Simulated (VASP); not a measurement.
# CaSc (Fm-3m) in VASP: reference runs

Reference runs on CaSc: the cell as given.

Program: VASP 6.6.1. These are calculated values, not measurements. Logs are shortened: lines on timing, memory, paths and dates and some standing lists are left out, and cuts for length are marked.

## 1. Starting point

The structure is cubic, space group Fm-3m (No. 225). Conventional cell: a = 6.464 Å, b = 6.464 Å, c = 6.464 Å, α = 90.00°, β = 90.00°, γ = 90.00°. Ca (site symmetry m-3m) is surrounded by 6 Sc at 3.23 Å. Around Sc (site symmetry m-3m) lie 6 Ca at 3.23 Å.

The cell was built by a generator and needn't be a form met in nature.

## 2. Single point, PBE

INCAR

```
ALGO = Normal ; EDIFF = 1E-7
ENCUT = 520 ; GGA = PE
ISIF = 2 ; ISMEAR = -1
LASPH = T ; LCHARG = F
LREAL = F ; LWAVE = F
NBANDS = 18 ; NELM = 80
PREC = Accurate ; SIGMA = 0.05
```

KPOINTS

```
k-points
0
Gamma
  7 7 7
```

POSCAR

```
CaSc
1.0
    0.0000000000      3.2318700000      3.2318700000
    3.2318700000      0.0000000000      3.2318700000
    3.2318700000      3.2318700000      0.0000000000
Ca Sc
1 1
Direct
    0.5000000000      0.5000000000      0.5000000000
    0.0000000000      0.0000000000      0.0000000000
```

Potentials or basis: VASP PAW PBE potentials, release 64 (Ca_sv, Sc_sv).

On the command line:

```sh
> cat potpaw_PBE.64/Ca_sv/POTCAR potpaw_PBE.64/Sc_sv/POTCAR > POTCAR
> mpirun -np 1 vasp_std > vasp.out
```

OUTCAR:

```text
EDIFF = 1E-7
   ENCUT = 520
   GGA = PE
   ISIF = 2
   ISMEAR = -1
   LASPH = T
   LREAL = F
   NELM = 80
   PREC = Accurate

 ion  position               nearest neighbor table
   1  0.500  0.500  0.500-   2 3.23   2 3.23   2 3.23   2 3.23   2 3.23   2 3.23
   2  0.000  0.000  0.000-   1 3.23   1 3.23   1 3.23   1 3.23   1 3.23   1 3.23

  LATTYP: Found a face centered cubic cell.
 ALAT       =     6.4637400000

  Lattice vectors:

 A1 = (   0.0000000000,   3.2318700000,   3.2318700000)
 A2 = (   3.2318700000,   0.0000000000,   3.2318700000)
 A3 = (   3.2318700000,   3.2318700000,   0.0000000000)

Analysis of symmetry for initial positions (statically):
=====================================================================
 Subroutine PRICEL returns:
 Original cell was already a primitive cell.

 Routine SETGRP: Setting up the symmetry group for a
 face centered cubic supercell.

 Subroutine GETGRP returns: Found 48 space group operations
 (whereof 48 operations were pure point group operations)
 out of a pool of 48 trial point group operations.

The static configuration has the point symmetry O_h .

Analysis of symmetry for dynamics (positions and initial velocities):
=====================================================================
 Subroutine PRICEL returns:
 Original cell was already a primitive cell.

 Routine SETGRP: Setting up the symmetry group for a
 face centered cubic supercell.

 Subroutine GETGRP returns: Found 48 space group operations
 (whereof 48 operations were pure point group operations)
 out of a pool of 48 trial point group operations.

The dynamic configuration has the point symmetry O_h .

 Subroutine INISYM returns: Found 48 space group operations
 (whereof 48 operations are pure point group operations),
 and found     1 'primitive' translations

----------------------------------------------------------------------------------------

                                     Primitive cell

  volume of cell :      67.5137

  direct lattice vectors                    reciprocal lattice vectors
     0.000000000  3.231870000  3.231870000    -0.154709193  0.154709193  0.154709193
     3.231870000  0.000000000  3.231870000     0.154709193 -0.154709193  0.154709193
     3.231870000  3.231870000  0.000000000     0.154709193  0.154709193 -0.154709193

  length of vectors
     4.570554386  4.570554386  4.570554386     0.267964183  0.267964183  0.267964183

  position of ions in fractional coordinates (direct lattice)
     0.500000000  0.500000000  0.500000000
     0.000000000  0.000000000  0.000000000

  ion indices of the primitive-cell ions
   primitive index   ion index
                 1           1
                 2           2

----------------------------------------------------------------------------------------

 KPOINTS: k-points

Automatic generation of k-mesh.
 Grid dimensions read from file:
 generate k-points for:    7    7    7

 Generating k-lattice:

  Cartesian coordinates                     Fractional coordinates (reciprocal lattice)
    -0.022101313  0.022101313  0.022101313     0.142857143  0.000000000  0.000000000
     0.022101313 -0.022101313  0.022101313     0.000000000  0.142857143  0.000000000
     0.022101313  0.022101313 -0.022101313     0.000000000  0.000000000  0.142857143

  Length of vectors
     0.038280598  0.038280598  0.038280598

  Shift w.r.t. Gamma in fractional coordinates (k-lattice)
     0.000000000  0.000000000  0.000000000

 Subroutine IBZKPT returns following result:
 ===========================================

 Found     20 irreducible k-points:

 Following reciprocal coordinates:
            Coordinates               Weight
  0.000000  0.000000  0.000000      1.000000
  0.142857  0.000000  0.000000      8.000000
  0.285714  0.000000  0.000000      8.000000
  0.428571  0.000000  0.000000      8.000000
  0.142857  0.142857  0.000000      6.000000
  0.285714  0.142857  0.000000     24.000000
[... 12 lines left out ...]
 -0.428571  0.428571  0.142857     24.000000
 -0.285714  0.428571  0.142857     24.000000
   k-points           NKPTS =     20   k-points in BZ     NKDIM =     20   number of bands    NBANDS=     18
   number of dos      NEDOS =    301   number of ions     NIONS =      2
   total plane-waves  NPLWV =  46656
   dimension x,y,z NGX =    36 NGY =   36 NGZ =   36
   dimension x,y,z NGXF=    72 NGYF=   72 NGZF=   72
   ions per type =               1   1
   NGX,Y,Z   is equivalent  to a cutoff of  13.09, 13.09, 13.09 a.u.
   NGXF,Y,Z  is equivalent  to a cutoff of  26.19, 26.19, 26.19 a.u.
 SYSTEM =  unknown system
   PREC   = accura    normal or accurate (medium, high low for compatibility)
   ISTART =      0    job   : 0-new  1-cont  2-samecut
   ICHARG =      2    charge: 1-file 2-atom 10-const
   ISPIN  =      1    spin polarized calculation?
   LNONCOLLINEAR =      F non collinear calculations
   LSORBIT =      F    spin-orbit coupling
   LASPH  =      T    aspherical Exc in radial PAW
   ENCUT  =  520.0 eV  38.22 Ry    6.18 a.u.   8.50  8.50  8.50*2*pi/ulx,y,z
   NELM   =     80;   NELMIN=  2; NELMDL= -5     # of ELM steps
   EDIFF  = 0.1E-06   stopping-criterion for ELM
   LREAL  =      F    real-space projection
   EDIFFG = 0.1E-05   stopping-criterion for IOM
   NSW    =      0    number of steps for IOM
   IBRION =     -1    ionic relax: 0-MD 1-quasi-New 2-CG
   NFREE  =      0    steps in history (QN), initial steepest desc. (CG)
   ISIF   =      2    stress and relaxation
   ISYM   =      2    0-nonsym 1-usesym 2-fastsym
   POTIM  = 0.5000    time-step for ionic-motion
   TEBEG  =    0.0;   TEEND  =   0.0 temperature during run
   PSTRESS=    0.0 pullay stress
   NELECT =      21.0000    total number of electrons
   NUPDOWN=      -1.0000    fix difference up-down
   EMIN   =  10.00;   EMAX   =-10.00  energy-range for DOS
   EFERMI =   0.00;   METHOD = LEGACY
   ISMEAR =    -1;   SIGMA  =   0.05  broadening in eV -4-tet -1-fermi 0-gaus
   EFERMI_NEDOS =   21; number of points for ismear=-14 and -15
   IALGO  =     38    algorithm
   IMIX   =      4    mixing-type and parameters
     AMIX     =   0.40;   BMIX     =  1.00
     AMIX_MAG =   1.60;   BMIX_MAG =  1.00
  volume/ion in A,a.u.               =      33.76       227.80
  Fermi-wavevector in a.u.,A,eV,Ry     =   1.109219  2.096120 16.740163  1.230367
  Thomas-Fermi vector in A             =   2.245756
   LORBIT       =      0    0 simple, 1 ext, 2 COOP (PROOUT), +10 PAW based schemes
   GGA     = PE    functional components
   LHFCALC =     F    Hartree Fock is set to
   AEXX    =    0.0000 exact exchange contribution
   IVDW    =     0    specifies the selected vdW correction
   LEPSILON=     F    determine dielectric tensor
   LRPA    =     F    only Hartree local field effects (RPA)
 non-spin polarized calculation
  energy-cutoff  :      520.00
  volume of cell :       67.51
 maximum number of plane-waves:      1841
 NGX is ok and might be reduce to    36
   NGX = 17   NGY = 17   NGZ = 17

 number of electron      21.0000000 magnetization

 Free energy of the ion-electron system (eV)
  ---------------------------------------------------
  ext. energy  EPLUGINS =         0.00000000
  ---------------------------------------------------
  free energy    TOTEN  =        -6.56052615 eV

  energy without entropy =       -6.52716159  energy(sigma->0) =       -6.54384387

 E-fermi :   2.5268     XC(G=0):  -8.5340

 val. band max:        2.4856382040   @ k =   0.0000   0.0000   0.0000
 cond. band min:       2.5271538745   @ k =  -0.4286   0.2857   0.1429
 fundamental gap:      0.0415156704
 Fermi energy:         2.5267601140

 k-point     1 :       0.0000    0.0000    0.0000
  band No.  band energies     occupation
      1     -47.9666      2.00000
      2     -38.8839      2.00000
      3     -26.5956      2.00000
      4     -26.5956      2.00000
      5     -26.5956      2.00000
      6     -19.9055      2.00000
[... 10 lines left out ...]
     17       6.4603      0.00000
     18       7.3697      0.00000

 k-point     2 :       0.1429    0.0000    0.0000
  band No.  band energies     occupation
      1     -47.9665      2.00000
      2     -38.8838      2.00000
      3     -26.5968      2.00000
      4     -26.5957      2.00000
      5     -26.5957      2.00000
      6     -19.9118      2.00000
[... 10 lines left out ...]
     17       6.2780      0.00000
     18       6.7953      0.00000

 k-point     3 :       0.2857    0.0000    0.0000
  band No.  band energies     occupation
      1     -47.9662      2.00000
      2     -38.8834      2.00000
      3     -26.5996      2.00000
      4     -26.5959      2.00000
      5     -26.5959      2.00000
      6     -19.9259      2.00000
[... 10 lines left out ...]
     17       5.4520      0.00000
     18       6.3543      0.00000

 k-point     4 :       0.4286    0.0000    0.0000
  band No.  band energies     occupation
      1     -47.9661      2.00000
      2     -38.8830      2.00000
      3     -26.6019      2.00000
      4     -26.5961      2.00000
      5     -26.5961      2.00000
      6     -19.9372      2.00000
[... 291 lines left out ...]
      4     -26.6003      2.00000
      5     -26.5972      2.00000
      6     -19.9308      2.00000
[... 10 lines left out ...]
     17       4.8661      0.00000
     18       6.2346      0.00000

 k-point    19 :      -0.4286    0.4286    0.1429
  band No.  band energies     occupation
      1     -47.9659      2.00000
      2     -38.8824      2.00000
      3     -26.6043      2.00000
      4     -26.6010      2.00000
      5     -26.5985      2.00000
      6     -19.9274      2.00000
[... 10 lines left out ...]
     17       5.0189      0.00000
     18       6.2921      0.00000

 k-point    20 :      -0.2857    0.4286    0.1429
  band No.  band energies     occupation
      1     -47.9659      2.00000
      2     -38.8824      2.00000
      3     -26.6035      2.00000
      4     -26.6020      2.00000
      5     -26.5978      2.00000
      6     -19.9247      2.00000
[... 10 lines left out ...]
     17       4.6489      0.00000
     18       6.2689      0.00000

------------------------ aborting loop because EDIFF is reached ----------------------------------------

  FORCE on cell =-STRESS in cart. coord.  units (eV):
  Direction    XX          YY          ZZ          XY          YZ          ZX
  --------------------------------------------------------------------------------------
  -------------------------------------------------------------------------------------
  Total        0.0050285      0.0050285      0.0050285      0.0000000      0.0000000      0.0000000
  in kB        0.1193323      0.1193323      0.1193323      0.0000000      0.0000000      0.0000000
  external PRESSURE =       0.1193323 kB  Pullay stress =       0.0000000 kB

 VOLUME and BASIS-vectors are now :
 -----------------------------------------------------------------------------
  energy-cutoff  :      520.00
  volume of cell :       67.51
      direct lattice vectors                 reciprocal lattice vectors
     0.000000000  3.231870000  3.231870000    -0.154709193  0.154709193  0.154709193
     3.231870000  0.000000000  3.231870000     0.154709193 -0.154709193  0.154709193
     3.231870000  3.231870000  0.000000000     0.154709193  0.154709193 -0.154709193

 POSITION                                       TOTAL-FORCE (eV/Angst)
 -----------------------------------------------------------------------------------
      3.23187      3.23187      3.23187        -0.000000     -0.000000      0.000000
      0.00000      0.00000      0.00000         0.000000      0.000000     -0.000000
 -----------------------------------------------------------------------------------
    total drift:                                0.000000      0.000000      0.000000

  FREE ENERGIE OF THE ION-ELECTRON SYSTEM (eV)
  ---------------------------------------------------
  free  energy   TOTEN  =        -6.5605261457 eV

  energy  without entropy=       -6.5271615880  energy(sigma->0) =       -6.54384387
```

Wall time 32 s (1 thread of Intel Xeon Platinum 8259CL at 2.50GHz (Skylake/Cascade Lake), shared host); peak memory 0.2 GiB.

Results:

```yaml
Free_energy: -6.5605 eV
Pressure: 0.0 GPa
Band_gap_on_the_k_mesh: none (metal or under the smearing width)
```
